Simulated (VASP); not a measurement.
OSZICAR of a VASP run on PbSe (rock salt):

File OSZICAR:
```
       N       E                     dE             d eps       ncg     rms          rms(c)
DAV:   1     0.157200719873E+03    0.15720E+03   -0.94983E+03   560   0.140E+03
DAV:   2     0.545537112075E+01   -0.15175E+03   -0.14836E+03   590   0.341E+02
DAV:   3    -0.756379081297E+01   -0.13019E+02   -0.12894E+02   746   0.105E+02
DAV:   4    -0.785676891421E+01   -0.29298E+00   -0.29284E+00   610   0.198E+01
DAV:   5    -0.786747759187E+01   -0.10709E-01   -0.10708E-01   792   0.364E+00    0.284E+00
DAV:   6    -0.751889679583E+01    0.34858E+00   -0.95547E-01   748   0.693E+00    0.157E+00
DAV:   7    -0.751885089240E+01    0.45903E-04   -0.15757E-01   648   0.214E+00    0.910E-01
DAV:   8    -0.752697184766E+01   -0.81210E-02   -0.22268E-02   596   0.182E+00    0.220E-01
DAV:   9    -0.752630956265E+01    0.66229E-03   -0.37191E-03   828   0.657E-01    0.804E-02
DAV:  10    -0.752657710097E+01   -0.26754E-03   -0.52590E-04   590   0.166E-01    0.269E-02
DAV:  11    -0.752661939772E+01   -0.42297E-04   -0.17750E-04   602   0.139E-01    0.904E-03
DAV:  12    -0.752662079433E+01   -0.13966E-05   -0.94409E-06   728   0.209E-02    0.304E-03
DAV:  13    -0.752662194278E+01   -0.11485E-05   -0.34826E-06   572   0.108E-02    0.239E-03
DAV:  14    -0.752662209659E+01   -0.15381E-06   -0.13464E-07   406   0.446E-03
   1 F= -.75266221E+01 E0= -.75266221E+01  d E =-.752662E+01
```

**Question.** Which electronic solver shows in the log?

**Answer.** It is blocked Davidson (ALGO = Normal, or the opening steps of other solvers). The INCAR had ALGO = Normal.

**Question.** Can the final energy be trusted as converged?

**Answer.** The run converged. It stopped with EDIFF = 1E-6, NELM = 100, NSW = 60 and EDIFFG = -0.01 after 1 ionic step (RPBE GGA, plane waves, VASP's PBE PAW potentials (set 64)).

The compound is PbSe in the rock salt structure. It was relaxed first, which changed the volume by +9 %. The start is the result of an earlier pass.
